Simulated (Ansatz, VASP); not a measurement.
# Cross-check of BAs between VASP and Ansatz

Wanted: the spread between two codes on one cell, functional and k mesh. The cell is taken from a series of runs on this material, whose earlier steps may have relaxed, scaled, displaced or heated it; both programs get it as it stands.

Calculated with Ansatz 0.2.0; plane waves, with VASP 6.6.1 beside it; zone-centre phonons at LDA.

## (1) Starting point

Symmetry: F-43m, No. 216, cubic system. Conventional cell: a = 4.708 Å, b = 4.708 Å, c = 4.708 Å, α = 90.00°, β = 90.00°, γ = 90.00°. B has 4 As at 2.04 Å nearest. Nearest to As lie 4 B at 2.04 Å. Farther neighbours are not listed.

As a file:

```
B As
1.0
     0.00000    2.35415    2.35415
     2.35415    0.00000    2.35415
     2.35415    2.35415    0.00000
B As
1 1
Direct
  0.00000 0.00000 0.00000
  0.25000 0.25000 0.25000
```

## (2) VASP: zone-centre phonons, LDA, pair 1

Second derivatives magnify differences that forces hide, and they need a tight electronic threshold.

Lines of VASP's logs that name or quote its potential files are left out, and so is its time.

INCAR reads:

```
SYSTEM = BAs
PREC = Accurate
ENCUT = 500
EDIFF = 1E-08
NELM = 120
ISMEAR = 0
SIGMA = 0.01
LREAL = .FALSE.
ALGO = Normal
GGA = CA
NBANDS = 10
LORBIT = 11
LWAVE = .FALSE.
LCHARG = .FALSE.
ISIF = 2
IBRION = 8
LASPH = .TRUE.
GGA_COMPAT = .FALSE.
EFERMI = MIDGAP
KPAR = 2
```

POSCAR reads:

```
BAs
1.0
    0.0000000000      2.3541498701      2.3541498701
    2.3541498701      0.0000000000      2.3541498701
    2.3541498701      2.3541498701      0.0000000000
B As
1 1
Direct
    0.0000000000      0.0000000000      0.0000000000
    0.2500000000      0.2500000000      0.2500000000
```

KPOINTS reads:

```
Automatic mesh
0
Gamma
10 10 10
0 0 0
```

PAW data sets: B and As (LDA family, release 64).

On the command line:

```console
$ mpirun -np 2 vasp_std
```

Numbers of over 12 decimals in the logs are rounded to 6 here.

What it wrote:

```text
[banner, memory and clock lines left out]
running    2 mpi-ranks, on    1 nodes
 distrk:  each k-point on    1 cores,    2 groups
 distr:  one band on    1 cores,    1 groups

 POSCAR found type information on POSCAR B As
 POSCAR found :  2 types and       2 ions
 LDA part: xc-table for (Slater(with rela. corr.)+CA(PZ))
 , standard interpolation
 POSCAR, INCAR and KPOINTS ok, starting setup
 FFT: planning ... GRIDC
 FFT: planning ... GRID_SOFT
 FFT: planning ... GRID
 WAVECAR not read
 entering main loop
       N       E                     dE             d eps       ncg     rms          rms(c)
DAV:   1     0.104630344140E+02    0.10463E+02   -0.37454E+03   940   0.683E+02
DAV:   2    -0.131525669214E+02   -0.23616E+02   -0.22701E+02  1276   0.108E+02
DAV:   3    -0.137373214564E+02   -0.58475E+00   -0.58387E+00  1112   0.170E+01
DAV:   4    -0.137387405940E+02   -0.14191E-02   -0.14191E-02  1158   0.962E-01
DAV:   5    -0.137387425577E+02   -0.19637E-05   -0.19636E-05  1124   0.343E-02    0.534E+00
DAV:   6    -0.130257397811E+02    0.71300E+00   -0.19023E+00   996   0.612E+00    0.252E+00
DAV:   7    -0.129340582904E+02    0.91681E-01   -0.23191E-01  1128   0.257E+00    0.913E-01
DAV:   8    -0.129202524865E+02    0.13806E-01   -0.25705E-02  1004   0.898E-01    0.106E-01
DAV:   9    -0.129202782254E+02   -0.25739E-04   -0.73316E-04  1072   0.183E-01    0.604E-02
DAV:  10    -0.129202840305E+02   -0.58052E-05   -0.85784E-05  1026   0.554E-02    0.147E-02
DAV:  11    -0.129202853887E+02   -0.13582E-05   -0.15830E-06  1104   0.938E-03    0.135E-02
DAV:  12    -0.129202852272E+02    0.16154E-06   -0.78064E-07  1044   0.391E-03    0.287E-03
DAV:  13    -0.129202852297E+02   -0.25558E-08   -0.27947E-08  1078   0.124E-03
   1 F= -.12920285E+02 E0= -.12920285E+02  d E =0.000000E+00
 Linear response reoptimize wavefunctions to high precision
DAV:   1    -0.129202852289E+02    0.84708E-09   -0.57797E-09  1050   0.354E-04
DAV:   2    -0.129202852289E+02    0.65938E-11   -0.12485E-10   602   0.943E-05
 Linear response DOF=           2
 Linear response progress:
  Degree of freedom:   1/  2
       N       E                     dE             d eps       ncg     rms          rms(c)
RMM:   1    -0.443402969874E-01   -0.44340E-01    0.64316E-04  8033   0.109E+00
RMM:   2    -0.414499639483E-01    0.28903E-02   -0.13232E-03  5388   0.215E-01    0.106E-01
RMM:   3    -0.414702676625E-01   -0.20304E-04   -0.27718E-04  5607   0.723E-02    0.550E-02
RMM:   4    -0.417686292109E-01   -0.29836E-03   -0.21429E-04  5511   0.669E-02    0.752E-03
RMM:   5    -0.417422115199E-01    0.26418E-04   -0.71246E-06  5856   0.709E-03    0.748E-04
RMM:   6    -0.417395123418E-01    0.26992E-05   -0.21930E-07  5812   0.567E-04    0.275E-04
RMM:   7    -0.417388141680E-01    0.69817E-06   -0.17554E-07  5989   0.254E-04    0.493E-05
RMM:   8    -0.417388807764E-01   -0.66608E-07    0.83338E-09  6033   0.518E-05    0.144E-05
RMM:   9    -0.417388394700E-01    0.41306E-07    0.33714E-08  6232   0.335E-05    0.164E-06
RMM:  10    -0.417388432082E-01   -0.37381E-08    0.97236E-09  5578   0.246E-05    0.597E-07
 first order change of Fermi-energy  -0.24180E+01
 force on displaced ion       1 direction 1 : -17.801  -0.000  -0.000
 Linear response progress:
  Degree of freedom:   2/  2
       N       E                     dE             d eps       ncg     rms          rms(c)
RMM:   1    -0.399605637015E-01   -0.39961E-01    0.28358E-02  8155   0.115E+00
RMM:   2    -0.375629891845E-01    0.23976E-02   -0.50745E-05  5454   0.213E-01    0.984E-02
RMM:   3    -0.375242270484E-01    0.38762E-04    0.16230E-04  5819   0.265E-02    0.576E-02
RMM:   4    -0.375698652812E-01   -0.45638E-04    0.11070E-04  5718   0.298E-02    0.318E-03
RMM:   5    -0.375755522509E-01   -0.56870E-05    0.11460E-05  5977   0.245E-03    0.867E-04
RMM:   6    -0.375729575509E-01    0.25947E-05    0.51372E-07  6000   0.447E-04    0.127E-04
RMM:   7    -0.375726031217E-01    0.35443E-06   -0.14006E-07  6123   0.862E-05    0.499E-05
RMM:   8    -0.375725620823E-01    0.41039E-07   -0.25431E-08  6123   0.451E-05    0.129E-05
RMM:   9    -0.375725842168E-01   -0.22134E-07    0.63099E-08  6035   0.355E-05    0.602E-07
RMM:  10    -0.375725907413E-01   -0.65245E-08    0.45609E-08  4822   0.321E-05    0.231E-07
 first order change of Fermi-energy   0.24183E+01
 force on displaced ion       2 direction 1 : -17.807  -0.000  -0.000
 Linear response finished
```

OUTCAR, selected parts (step 2):

```text
ion  position               nearest neighbor table
   1  0.000  0.000  0.000-   2 2.04   2 2.04   2 2.04   2 2.04
   2  0.250  0.250  0.250-   1 2.04   1 2.04   1 2.04   1 2.04

  LATTYP: Found a face centered cubic cell.
 ALAT       =     4.7082997402

 Subroutine GETGRP returns: Found 24 space group operations
 (whereof 24 operations were pure point group operations)

The static configuration has the point symmetry T_d .

 Found     47 irreducible k-points:

   k-points           NKPTS =     47   k-points in BZ     NKDIM =     47   number of bands    NBANDS=     10

   dimension x,y,z NGX =    24 NGY =   24 NGZ =   24
   dimension x,y,z NGXF=    48 NGYF=   48 NGZF=   48

   ENCUT  =  500.0 eV  36.75 Ry    6.06 a.u.   6.07  6.07  6.07*2*pi/ulx,y,z

   NELECT =       8.0000    total number of electrons

 k-points in reciprocal lattice and weights: Automatic mesh
   0.00000000  0.00000000  0.00000000       0.001
   0.10000000  0.00000000  0.00000000       0.008
   0.20000000  0.00000000  0.00000000       0.008
   0.30000000  0.00000000  0.00000000       0.008
   0.40000000  0.00000000  0.00000000       0.008
   0.50000000  0.00000000  0.00000000       0.004
   0.10000000  0.10000000  0.00000000       0.006
   0.20000000  0.10000000  0.00000000       0.024
   0.30000000  0.10000000  0.00000000       0.024
[...]
-0.30000000  0.40000000  0.20000000       0.024
  -0.30000000  0.50000000  0.20000000       0.012

 average (electrostatic) potential at core
       1 -31.3934       2 -51.5384

  Total        0.5425633      0.5425633      0.5425633     -0.0000000     -0.0000000      0.0000000
  in kB       33.3141482     33.3141482     33.3141482     -0.0000000     -0.0000000      0.0000000
  external PRESSURE =      33.3141482 kB  Pullay stress =       0.0000000 kB

  energy-cutoff  :      500.00
  volume of cell :       26.09
      direct lattice vectors                 reciprocal lattice vectors
     0.000000000  2.354149870  2.354149870    -0.212390896  0.212390896  0.212390896
     2.354149870  0.000000000  2.354149870     0.212390896 -0.212390896  0.212390896
     2.354149870  2.354149870  0.000000000     0.212390896  0.212390896 -0.212390896

 POSITION                                       TOTAL-FORCE (eV/Angst)
 -----------------------------------------------------------------------------------
      0.00000      0.00000      0.00000         0.000000      0.000000      0.000000
      1.17707      1.17707      1.17707        -0.000000     -0.000000     -0.000000
 -----------------------------------------------------------------------------------
    total drift:                                0.000000      0.000000      0.000000

 Eigenvectors and eigenvalues of the dynamical matrix
 ----------------------------------------------------

   1 f  =   21.459172 THz   134.831954 2PiTHz  715.800928 cm-1    88.747964 meV
             X         Y         Z           dx          dy          dz
      0.000000  0.000000  0.000000     0.000000   -0.000000   -0.934806
      1.177075  1.177075  1.177075     0.000000   -0.000000    0.355160

   2 f  =   21.459172 THz   134.831954 2PiTHz  715.800928 cm-1    88.747964 meV
             X         Y         Z           dx          dy          dz
      0.000000  0.000000  0.000000     0.000000   -0.934806    0.000000
      1.177075  1.177075  1.177075     0.000000    0.355160    0.000000

   3 f  =   21.459172 THz   134.831954 2PiTHz  715.800928 cm-1    88.747964 meV
             X         Y         Z           dx          dy          dz
      0.000000  0.000000  0.000000     0.934806    0.000000    0.000000
      1.177075  1.177075  1.177075    -0.355160    0.000000    0.000000

   4 f/i=    0.001211 THz     0.007609 2PiTHz    0.040395 cm-1     0.005008 meV
             X         Y         Z           dx          dy          dz
      0.000000  0.000000  0.000000     0.283320   -0.214030   -0.007707
      1.177075  1.177075  1.177075     0.745718   -0.563342   -0.020285

   5 f/i=    0.001211 THz     0.007609 2PiTHz    0.040395 cm-1     0.005008 meV
             X         Y         Z           dx          dy          dz
      0.000000  0.000000  0.000000     0.028018    0.024370    0.353213
      1.177075  1.177075  1.177075     0.073745    0.064142    0.929682

   6 f/i=    0.001211 THz     0.007609 2PiTHz    0.040395 cm-1     0.005008 meV
             X         Y         Z           dx          dy          dz
      0.000000  0.000000  0.000000    -0.212328   -0.282375    0.036325
      1.177075  1.177075  1.177075    -0.558863   -0.743232    0.095609

 ELASTIC MODULI CONTR FROM IONIC RELAXATION (kBar)
 Direction    XX          YY          ZZ          XY          YZ          ZX
 --------------------------------------------------------------------------------
 XX          -0.0000      0.0000      0.0000     -0.0000      0.0000      0.0000
 YY           0.0000     -0.0000      0.0000     -0.0000     -0.0000     -0.0000
 ZZ           0.0000      0.0000     -0.0000      0.0000     -0.0000      0.0000
 XY          -0.0000     -0.0000      0.0000   -245.8892     -0.0000     -0.0000
 YZ           0.0000     -0.0000     -0.0000     -0.0000   -245.8892     -0.0000
 ZX           0.0000     -0.0000      0.0000     -0.0000     -0.0000   -245.8892
 --------------------------------------------------------------------------------
```

## (3) Ansatz: zone-centre phonons, LDA, pair 1

Ansatz runs on its default PAW (the set named soft_2) files.

The same cell, functional (in two slightly different forms) and mesh now go to Ansatz, which takes its cutoff from its data sets.

input.yaml reads:

```yaml
crystal:
  lattice:
    - [0.0, 2.3541498701, 2.3541498701]
    - [2.3541498701, 0.0, 2.3541498701]
    - [2.3541498701, 2.3541498701, 0.0]
  atoms:
    - { symbol: B, position: [0.0, 0.0, 0.0] }
    - { symbol: As, position: [0.25, 0.25, 0.25] }
kpoints:
  mp_grid: { grid: [10, 10, 10] }
hamiltonian:
  xc: lda
scf:
  occupations: { method: fixed }
output:
  eigenvalues: true
phonons:
  method: dfpt
```

On the command line:

```console
$ ansatz run input.yaml --threads 4 --pin off --max-ram 15360MiB --backend cpu --events-out ev --progress --plain --runs-dir out
```

What it wrote:

```text
zone centre: on kpoints.mp_grid the ground state, and the responses unless they are solved on pairs of k-points, stand on 102 of the mesh's 1000 k-points, reduced under 8 symmetry operations, with k and −k counted as one. Each operation leaves every solved displacement unchanged or reverses it
Engine: ansatz 0.2.0, aarch64-unknown-linux-gnu
Pseudopotentials: kind: paw
Pseudopotential: B, paw, valence charge 3, recommended cutoff 420 eV (normal), B.paw.azcp
Pseudopotential: As, paw, valence charge 15, recommended cutoff 420 eV (normal), As.paw.azcp
Functional definition: SPW92
  exchange = slater_x
  correlation = pw_c
Crystal: 2 atoms, lattice volume = 26.093 Å³
Basis set: ecut = 420 eV, 531 PW (Γ), exchange–correlation on 48×48×48 points (8 copies of the dense FFT grid, shifted against one another)
Bands: 13, of which v1, the nominal top of the filled ones, is band 9 counted from 1 (8 counted from 0)
Symmetry: 24 space group operations
k-points: 102 of 1000 (irreducible under 8 space group operations, time reversal used)
Non-local potential: B, projectors of the file, l = 0: 2, l = 1: 2, l = 2: 1
Non-local potential: As, projectors of the file, l = 0: 2, l = 1: 2, l = 2: 3, l = 3: 1
PAW form: soft (Blöchl's): semilocal exchange-correlation on the pseudo side does not see the compensation charge
PAW frozen core: B, regenerated for the run's functional, and the local potential with it (the file was generated under x = pbe(κ = 0.804, μ = 0.219515), c = pbe(β = 0.066725))
PAW frozen core: As, regenerated for the run's functional, and the local potential with it (the file was generated under x = pbe(κ = 0.804, μ = 0.219515), c = pbe(β = 0.066725))
PAW one-centre angular grid: B, 110 points (default); XC on 64 Gauss nodes
PAW one-centre angular grid: As, 590 points (default); XC on 64 Gauss nodes
Initial density: superposition of atomic densities (neutral atoms: chi_scale 0, normalization atom), corrected by the library's trained network
Initial wavefunctions: pseudopotential atomic-orbital guess
Functional: x = slater, c = lda
SCF iter   1: F=—  HF=-4923.530650 eV  |F-HF|=—  |Δ(HF+E_count)|=         —  Δρ=7.30e-3  dr2=1.35e-2  ethr=1.77e-3  ⟨swp⟩=4.4  Hψ=6668  notcnv=0  defer=160
preconditioner: auto → none  [insulator: Δε(μ)=1.085 eV  Ē_g=12.700 eV  n_scr=8 (ndim 8)  ℏωp=20.6 eV  f_vac=0.000  ε∞_Penn≈3.6]
SCF iter   2: F=—  HF=-4923.526253 eV  |F-HF|=—  |Δ(HF+E_count)|=   4.40e-3  Δρ=2.18e-3  dr2=6.43e-4  ethr=7.51e-5  ⟨swp⟩=2.0  Hψ=2415  notcnv=0  defer=196
SCF iter   3: F=—  HF=-4923.525935 eV  |F-HF|=—  |Δ(HF+E_count)|=   3.17e-4  Δρ=1.06e-3  dr2=1.22e-4  ethr=3.57e-6  ⟨swp⟩=2.0  Hψ=2456  notcnv=0  defer=196
SCF iter   4: F=—  HF=-4923.525913 eV  |F-HF|=—  |Δ(HF+E_count)|=   2.24e-5  Δρ=4.38e-4  dr2=1.95e-5  ethr=6.75e-7  ⟨swp⟩=1.0  Hψ=1326  notcnv=0  defer=64
SCF iter   5: F=—  HF=-4923.525907 eV  |F-HF|=—  |Δ(HF+E_count)|=   5.94e-6  Δρ=9.40e-5  dr2=9.20e-7  ethr=1.08e-7  ⟨swp⟩=2.3  Hψ=2094  notcnv=0
SCF iter   6: F=—  HF=-4923.525907 eV  |F-HF|=—  |Δ(HF+E_count)|=   4.45e-8  Δρ=9.90e-6  dr2=9.29e-9  ethr=5.11e-9  ⟨swp⟩=1.5  Hψ=1521  notcnv=0
SCF iter   7: F=-4923.525907 eV  HF=-4923.525907 eV  |F-HF|=9.09e-12  |Δ(HF+E_count)|=  3.23e-10  Δρ=4.98e-7  dr2=2.51e-11  ethr=1.00e-12  ⟨swp⟩=5.3  Hψ=7827  notcnv=0
SCF 1 converged in 7 iterations: F = -4923.525907 eV  dr2 = 2.51e-11
  greatest PAW one-centre occupation: 0.999 electrons in one spin orbital (limit 2), on the As atom at site 1 (counted from 0), in its partial waves of l = 2
DFPT response loops at Γ: preconditioner auto → none (the input reference at scf.mixing.eps_inf says where Resta's filter doesn't serve); β = 0.50; Broyden in place of MSR1
SCF converged after 7 iterations
Free energy (F): -4923.525907 eV
Harris-Foulkes:  -4923.525907 eV  (|F-HF|=9.09e-12)
Internal energy: -4923.525907 eV  (E = F + TS)
E sigma→0 (E₀):  -4923.525907 eV
Fermi energy:    11.544687 eV
--- Per-component energies (eV) ---
  E_band       = -205.638491
  E_kinetic    = 154.566485
  E_local      = -1664.733574  (includes V_loc(G=0)·N_el)
  E_nonlocal   = -651.865845
  E_hartree    = 927.031518
  E_xc         = -111.801298
  E_vxc        = -118.846113  (∫ρ·V_xc dr)
  E_paw        = -1827.887945  (= ΣΔE_a)
  E_vpaw       = 221.177637  (= ΣTr[D̂ρ^β])
  E_aug_tail   = 0.000003  (compensation charges beyond the density's cutoff)
  E_ewald      = -1750.956315
  E_core_change = 2.121064  (= ΣΔE_core)
  E_smearing   = -0.000000  (= −TS)
  E_closure    = 0.000000  (closes the sum)
  Σ components = -4923.525907   (vs F -4923.525907, Δ=0.00e0)
--- Band table (eV; the first three rows and the last of 102) ---
  k-point 0: bands = [... 5 lower, -4.2473, 11.5447, 11.5447, 11.5447, 14.8547, 14.8547, 14.8547, 16.7522]
  k-point 1: bands = [... 5 lower, -4.0771, 10.1276, 11.2286, 11.2286, 15.0708, 15.2694, 15.2694, 17.5376]
  k-point 2: bands = [... 5 lower, -3.5744, 7.6994, 10.6311, 10.6311, 14.9321, 16.0083, 16.0083, 19.0210]
  k-point 101: bands = [... 5 lower, 0.2584, 3.3537, 5.9230, 6.1825, 16.0680, 16.4495, 19.6028, 19.6158]
--- Phonons (Γ-DFPT): 2 representative perturbations + reference, on 102 of 1000 k-points (Σ response iterations 6) ---
  k mesh reduced under 8 symmetry operations, with k and −k counted as one. Each operation leaves every solved displacement unchanged or reverses it
  ASR residual: 4.078e-4 → 0.000e0 eV/Å²; symmetrization residual: 1.000e-6 eV/Å²
  ASR residual per site (eV/Å²): 1.11e-4 4.08e-4
  Γ frequencies (cm⁻¹): 0.00 0.00 0.00 710.81 710.81 710.81
  non-analytic LO–TO correction: not included (Born effective charges unavailable; polar crystals: no LO–TO splitting at Γ)
```

In the SCF lines HF is the Harris–Foulkes energy and dr2 the Hartree energy of the density residual, in eV; the loop may stop once dr2 is under the threshold and the program's other checks hold. Hψ counts applications of the Hamiltonian.

## (4) Side by side

Known differences besides the potentials themselves: the two LDA forms differ slightly; fixed occupations in Ansatz, narrow Gaussian smearing in VASP; the data sets hold 18 valence electrons in Ansatz (on its default PAW (the set named soft_2) files) and 8 in VASP; the cutoff is 420 eV in Ansatz and 500 eV in VASP; VASP's log shows a relativistic correction to its local exchange, Ansatz's none. Total energies have different zeros and are not compared.

The two programs side by side:

```
                  quantity  Ansatz   VASP  difference
optical mode 1 to 3 (cm⁻¹)   710.8  715.8     -0.70 %
```

Modes are paired by rising frequency, not by their patterns, so a pair may set unlike modes beside each other; they are those without the splitting of longitudinal modes.

[end of part 1 of 2]

[Lines on the potential files, build, host, timing and source positions are cut from VASP's logs without a mark.]

[Logs are printed without paths, hosts, clocks, repeated set-up lines and the standing remarks that a program may print on its own settings, such as how far it seeks lower states.]

[Hosts, paths, dates, database ids (printed as entryN), source tags and the programs' standing remarks are cut or masked in the printed files.]
